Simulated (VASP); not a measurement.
All values below come from LDA (Ceperley-Alder, Perdew-Zunger), VASP's LDA PAW potentials (set 64) (plane waves; VASP 6.6.1).

VASP ran on this input.

### INCAR
```
SYSTEM = Cu
PREC = Accurate
ENCUT = 520
EDIFF = 1E-6
NELM = 100
ALGO = Normal
LREAL = .FALSE.
LASPH = .TRUE.
ISMEAR = 1
SIGMA = 0.1
LMAXMIX = 4
LWAVE = .FALSE.
LCHARG = .FALSE.
IBRION = 2
ISIF = 3
NSW = 60
EDIFFG = -0.01
```

KPOINTS:
```
Automatic mesh
0
Gamma
16 16 16
0 0 0
```

### POSCAR
```
Cu
1
    0.0000000000     1.8050000000     1.8050000000
    1.8050000000     0.0000000000     1.8050000000
    1.8050000000     1.8050000000     0.0000000000
Cu
1
Direct
  0.0000000000   0.0000000000   0.0000000000
```

POTCAR, in this order: Cu (LDA.64 set). Program: vasp_std.

Output

**OUTCAR**
```
 ion  position               nearest neighbor table
   1  0.000  0.000  0.000-
  LATTYP: Found a face centered cubic cell.
 ALAT       =     3.6100000000
 Subroutine PRICEL returns:
 Original cell was already a primitive cell.
 Subroutine GETGRP returns: Found 48 space group operations
The static configuration has the point symmetry O_h .
The dynamic configuration has the point symmetry O_h .
 Subroutine INISYM returns: Found 48 space group operations
 Subroutine IBZKPT returns following result:
 Found    145 irreducible k-points:

 Following reciprocal coordinates:
            Coordinates               Weight
  0.000000  0.000000  0.000000      1.000000
  0.062500  0.000000  0.000000      8.000000
  0.125000  0.000000  0.000000      8.000000
  0.187500  0.000000  0.000000      8.000000
  0.250000  0.000000  0.000000      8.000000
  0.312500  0.000000  0.000000      8.000000
  0.375000  0.000000  0.000000      8.000000
  0.437500  0.000000  0.000000      8.000000
  0.500000  0.000000  0.000000      4.000000
  0.062500  0.062500  0.000000      6.000000
  0.125000  0.062500  0.000000     24.000000
  0.187500  0.062500  0.000000     24.000000
  0.250000  0.062500  0.000000     24.000000
  0.312500  0.062500  0.000000     24.000000
  0.375000  0.062500  0.000000     24.000000
  0.437500  0.062500  0.000000     24.000000
  0.500000  0.062500  0.000000     24.000000
 -0.437500  0.062500  0.000000     24.000000
 -0.375000  0.062500  0.000000     24.000000
 -0.312500  0.062500  0.000000     24.000000
 -0.250000  0.062500  0.000000     24.000000
 -0.187500  0.062500  0.000000     24.000000
 -0.125000  0.062500  0.000000     24.000000
 -0.062500  0.062500  0.000000     12.000000
  0.125000  0.125000  0.000000      6.000000
...
```

**OSZICAR**
```
       N       E                     dE             d eps       ncg     rms          rms(c)
DAV:   1     0.347048042426E+02    0.34705E+02   -0.56704E+03  2706   0.207E+03
DAV:   2    -0.520855612732E+01   -0.39913E+02   -0.38034E+02  2623   0.196E+02
DAV:   3    -0.565965971616E+01   -0.45110E+00   -0.44995E+00  3035   0.302E+01
DAV:   4    -0.566315672632E+01   -0.34970E-02   -0.34967E-02  3273   0.243E+00
DAV:   5    -0.566319737775E+01   -0.40651E-04   -0.40652E-04  3088   0.206E-01    0.795E+00
DAV:   6    -0.511489961217E+01    0.54830E+00   -0.18771E+01  2748   0.104E+02    0.420E+00
DAV:   7    -0.469199610553E+01    0.42290E+00   -0.29890E+00  2804   0.413E+01    0.539E-01
DAV:   8    -0.467952039190E+01    0.12476E-01   -0.76226E-03  3232   0.196E+00    0.340E-01
DAV:   9    -0.467736275399E+01    0.21576E-02   -0.12959E-02  2894   0.244E+00    0.195E-02
DAV:  10    -0.467737193608E+01   -0.91821E-05   -0.37552E-05  3850   0.123E-01    0.541E-03
DAV:  11    -0.467737412644E+01   -0.21904E-05   -0.47529E-07  1838   0.124E-02    0.804E-04
DAV:  12    -0.467737412220E+01    0.42380E-08   -0.64354E-08  1496   0.516E-03
   1 F= -.46773741E+01 E0= -.46773209E+01  d E =-.467737E+01
       N       E                     dE             d eps       ncg     rms          rms(c)
DAV:   1    -0.825530971543E+01   -0.35779E+01   -0.63504E+01  2747   0.192E+02    0.159E+01
DAV:   2    -0.591141278266E+01    0.23439E+01   -0.54073E+01  2706   0.188E+02    0.599E+00
DAV:   3    -0.477163024241E+01    0.11398E+01   -0.71866E+00  2711   0.659E+01    0.187E+00
DAV:   4    -0.469965120521E+01    0.71979E-01   -0.97395E-02  2855   0.680E+00    0.487E-01
DAV:   5    -0.469163036957E+01    0.80208E-02   -0.59449E-02  2970   0.616E+00    0.973E-02
DAV:   6    -0.469154929418E+01    0.81075E-04   -0.31010E-04  3617   0.388E-01    0.408E-02
DAV:   7    -0.469152697495E+01    0.22319E-04   -0.10662E-04  2950   0.230E-01    0.742E-04
DAV:   8    -0.469152702085E+01   -0.45902E-07   -0.32765E-07  1548   0.763E-03
   2 F= -.46915270E+01 E0= -.46915570E+01  d E =-.141529E-01
       N       E                     dE             d eps       ncg     rms          rms(c)
DAV:   1    -0.525424286864E+01   -0.56272E+00   -0.11563E+01  2726   0.968E+01    0.583E+00
DAV:   2    -0.483910879840E+01    0.41513E+00   -0.65759E+00  2734   0.614E+01    0.184E+00
DAV:   3    -0.472539823178E+01    0.11371E+00   -0.93449E-01  2731   0.241E+01    0.925E-01
DAV:   4    -0.470797566995E+01    0.17423E-01   -0.40600E-02  3901   0.355E+00    0.134E-01
DAV:   5    -0.470769414730E+01    0.28152E-03   -0.20603E-03  2845   0.111E+00    0.276E-02
DAV:   6    -0.470768541763E+01    0.87297E-05   -0.25435E-05  3775   0.874E-02    0.419E-03
DAV:   7    -0.470768525185E+01    0.16578E-06   -0.87585E-07  1613   0.205E-02
   3 F= -.47076853E+01 E0= -.47077003E+01  d E =-.303111E-01
```

File OUTCAR:
```
------------------------ aborting loop because EDIFF is reached ----------------------------------------
  FORCE on cell =-STRESS in cart. coord.  units (eV):
  Direction    XX          YY          ZZ          XY          YZ          ZX
  --------------------------------------------------------------------------------------
  Total       -0.0048866     -0.0048866     -0.0048866      0.0000000     -0.0000000      0.0000000
  in kB       -0.7147617     -0.7147617     -0.7147617      0.0000000     -0.0000000      0.0000000
  external PRESSURE =      -0.7147617 kB  Pullay stress =       0.0000000 kB
  volume of cell :       10.95
      direct lattice vectors                 reciprocal lattice vectors
    -0.000000000  1.762693172  1.762693172    -0.283656854  0.283656854  0.283656854
     1.762693172  0.000000000  1.762693172     0.283656854 -0.283656854  0.283656854
     1.762693172  1.762693172 -0.000000000     0.283656854  0.283656854 -0.283656854
 POSITION                                       TOTAL-FORCE (eV/Angst)
 -----------------------------------------------------------------------------------
      0.00000      0.00000     -0.00000         0.000000      0.000000     -0.000000
 -----------------------------------------------------------------------------------
    total drift:                               -0.000000     -0.000000     -0.000000
  FREE ENERGIE OF THE ION-ELECTRON SYSTEM (eV)
  ---------------------------------------------------
  free  energy   TOTEN  =        -4.7076852518 eV

  energy  without entropy=       -4.7077305147  energy(sigma->0) =       -4.70770034

 reached required accuracy - stopping structural energy minimisation
```
(Selected blocks of OUTCAR.)

File CONTCAR:
```
Cu
   1.00000000000000
    -0.0000000000000000    1.7626931723739370    1.7626931723739370
     1.7626931723739370    0.0000000000000000    1.7626931723739370
     1.7626931723739370    1.7626931723739370   -0.0000000000000000
  Cu
     1
Direct
     0.0000000000000000    0.0000000000000000    0.0000000000000000
```

Energy and stress use the plane-wave basis of the starting cell.

The compound is Cu in the fcc structure. This run relaxes it. Symmetry was kept, so distortions that lower it aren't found.
